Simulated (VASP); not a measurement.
An input for Ansatz (written as the equivalent of a VASP run, and not itself run):

Ansatz 0.2 input:
```yaml
crystal:
  lattice:
    - [2.8399329, 0.0000000, 0.0000000]
    - [0.0000000, 2.8399329, 0.0000000]
    - [0.0000000, 0.0000000, 2.8399329]
  atoms:
    - { symbol: Al, position: [0.5000000, 0.4471819, 0.5000000] }
    - { symbol: Fe, position: [0.0000000, 0.0000000, 0.0000000] }
kpoints:
  mp_grid: { grid: [12, 12, 12] }
hamiltonian:
  xc: r2scan
  pseudopotentials: { kind: paw }
scf:
  occupations: { method: methfessel_paxton, width: 0.1 }
  max_iter: 100
output: { forces: true, stress: true, eigenvalues: true }
```

Task: Translate this input to VASP (INCAR, KPOINTS, POSCAR, choice of POTCAR).

Result: Several could match; the one computed here: 
### POSCAR
```
FeAl
1.0
  2.8399328746   0.0000000000   0.0000000000
  0.0000000000   2.8399328746   0.0000000000
  0.0000000000   0.0000000000   2.8399328746
Al Fe
1 1
Cart
  1.4199664373   1.2699664373   1.4199664373
  0.0000000000   0.0000000000   0.0000000000
```

INCAR:
```
LMIXTAU = .TRUE.
LMAXMIX = 4
ALGO = Normal
EDIFF = 1E-7   # SCF stop (eV)
ENCUT = 480
SIGMA = 0.1   # width (eV)
ISMEAR = 1   # Methfessel-Paxton
PREC = Accurate
LREAL = .FALSE.   # projection in real space or not
METAGGA = R2SCAN
NELM = 100   # most electronic steps
LCHARG = .FALSE.
ISIF = 2   # forces and stress, cell fixed
SYSTEM = FeAl
LASPH = .TRUE.   # aspherical one-centre terms
LWAVE = .FALSE.
```

**KPOINTS**
```
Automatic mesh
0
Gamma
12 12 12
0 0 0
```

POTCAR, in this order: Al Fe (PBE.64 set). Program: vasp_std.

The two are equivalent in intent, not identical: each code has its own PAW files, so the cut-off isn't converted (ENCUT is set for VASP's; basis.ecutwfc is left out, and Ansatz then takes the one that its files recommend); Ansatz stops its SCF on the density residual and VASP on the energy change (EDIFF).

The compound is FeAl in the CsCl type structure. This cell was strained or had an atom moved on purpose.
